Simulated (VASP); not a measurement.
Input for VASP

**INCAR**
```
SYSTEM = HgTe
PREC = Accurate
ENCUT = 520
EDIFF = 1E-6
NELM = 100
ALGO = Normal
LREAL = .FALSE.
LASPH = .TRUE.
ISMEAR = 1
SIGMA = 0.1
GGA = PE
IVDW = 11
LMAXMIX = 6
LWAVE = .FALSE.
LCHARG = .FALSE.
IBRION = 2
ISIF = 3
NSW = 60
EDIFFG = -0.01
```

### POSCAR
```
HgTe
1
    0.0000000000     3.2753562436     3.2753562436
    3.2753562436     0.0000000000     3.2753562436
    3.2753562436     3.2753562436     0.0000000000
Hg Te
1 1
Direct
  0.0000000000   0.0000000000   0.0000000000
  0.2500000000   0.2500000000   0.2500000000
```

**KPOINTS**
```
Automatic mesh
0
Gamma
9 9 9
0 0 0
```

POTCAR, in this order: Hg Te (PBE.64 set). Program: vasp_std.

Problem. Translate this PBE-D3 (zero damping) calculation to Quantum ESPRESSO's pw.x.

Solution. One equivalent input (not run):
```
&CONTROL
  calculation = 'vc-relax'
  pseudo_dir = './pseudo'
  outdir = './out'
  tprnfor = .true.
  tstress = .true.
  nstep = 60
  forc_conv_thr = 0.00039
/
&SYSTEM
  ibrav = 0
  nat = 2
  ntyp = 2
  ecutwfc = 82.3
  occupations = 'smearing'
  smearing = 'methfessel-paxton'
  degauss = 0.00735
  input_dft = 'pbe'
  vdw_corr = 'grimme-d3'
  dftd3_version = 3
  dftd3_threebody = .false.
/
&ELECTRONS
  conv_thr = 7.3e-08
  electron_maxstep = 100
/
&IONS
/
&CELL
/
ATOMIC_SPECIES
  Hg 200.592 Hg.upf
  Te 127.600 Te.upf
CELL_PARAMETERS angstrom
     0.0000000    3.2753562    3.2753562
     3.2753562    0.0000000    3.2753562
     3.2753562    3.2753562    0.0000000
ATOMIC_POSITIONS crystal
  Hg   0.0000000  0.0000000  0.0000000
  Te   0.2500000  0.2500000  0.2500000
K_POINTS automatic
  9 9 9 0 0 0
```
What does not carry over: the potentials are each code's own (VASP's PAW set, PseudoDojo norm-conserving files in pw.x), so ENCUT and ecutwfc are chosen apart and not converted; conv_thr bounds pw.x's estimated SCF error, while EDIFF bounds the energy change between steps; forc_conv_thr acts on force components and is met together with etot_conv_thr.

The compound is HgTe in the zinc blende structure. It was relaxed first. The start is the result of an earlier pass.
